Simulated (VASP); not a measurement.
OSZICAR of a VASP run on BN (wurtzite):

OSZICAR:
```
       N       E                     dE             d eps       ncg     rms          rms(c)
DAV:   1     0.476440953286E+02    0.47644E+02   -0.87099E+03  1008   0.129E+03
DAV:   2    -0.358857884618E+02   -0.83530E+02   -0.78181E+02  1432   0.268E+02
DAV:   3    -0.384106091650E+02   -0.25248E+01   -0.25172E+01  1336   0.476E+01
DAV:   4    -0.384246619184E+02   -0.14053E-01   -0.14045E-01  1268   0.365E+00
DAV:   5    -0.384248379846E+02   -0.17607E-03   -0.17603E-03  1312   0.380E-01    0.907E+00
DAV:   6    -0.367922816991E+02    0.16326E+01   -0.43659E+00  1244   0.170E+01    0.441E+00
DAV:   7    -0.366434568883E+02    0.14882E+00   -0.20312E-01  1204   0.429E+00    0.261E+00
DAV:   8    -0.366034588028E+02    0.39998E-01   -0.66656E-02  1120   0.225E+00    0.212E-01
DAV:   9    -0.366026216423E+02    0.83716E-03   -0.21088E-03  1296   0.463E-01    0.108E-01
DAV:  10    -0.366026903098E+02   -0.68667E-04   -0.22127E-04  1244   0.142E-01    0.223E-02
DAV:  11    -0.366026887416E+02    0.15681E-05   -0.40749E-05  1288   0.546E-02    0.102E-02
DAV:  12    -0.366026893283E+02   -0.58669E-06   -0.41683E-06  1284   0.202E-02    0.184E-03
DAV:  13    -0.366026894072E+02   -0.78882E-07   -0.12101E-07   868   0.380E-03
   1 F= -.36602689E+02 E0= -.36602689E+02  d E =-.366027E+02
       N       E                     dE             d eps       ncg     rms          rms(c)
DAV:   1    -0.366026809844E+02    0.83439E-05   -0.62192E-03  1140   0.756E-01    0.144E-02
DAV:   2    -0.366026877164E+02   -0.67320E-05   -0.85357E-05  1268   0.892E-02    0.872E-03
DAV:   3    -0.366026866314E+02    0.10850E-05   -0.14052E-06  1260   0.134E-02    0.359E-03
DAV:   4    -0.366026865729E+02    0.58503E-07   -0.81677E-07  1304   0.876E-03
   2 F= -.36602687E+02 E0= -.36602687E+02  d E =0.283433E-05
       N       E                     dE             d eps       ncg     rms          rms(c)
DAV:   1    -0.366027011075E+02   -0.14476E-04   -0.16646E-03  1140   0.391E-01    0.718E-03
DAV:   2    -0.366027030243E+02   -0.19168E-05   -0.22759E-05  1264   0.461E-02    0.444E-03
DAV:   3    -0.366027026872E+02    0.33714E-06   -0.34538E-07  1260   0.660E-03    0.190E-03
DAV:   4    -0.366027026362E+02    0.50980E-07   -0.20222E-07  1020   0.448E-03
   3 F= -.36602703E+02 E0= -.36602703E+02  d E =-.132290E-04
```

Problem. Which electronic solver shows in the log?

Solution. It is blocked Davidson (ALGO = Normal, or the opening steps of other solvers). The INCAR had ALGO = Normal.

Problem. Can the final energy be trusted as converged?

Solution. The calculation finished and met its thresholds. It stopped with EDIFF = 1E-7, NELM = 100, NSW = 30 and EDIFFG = -0.01 after 3 ionic steps (PBEsol GGA, plane waves, VASP's PBE PAW potentials (set 64)).

The compound is BN in the wurtzite structure, a metastable high-pressure form. This cell is one point of a volume scan, at 1.03 of the reference volume. Symmetry was kept, so distortions that lower it aren't found.
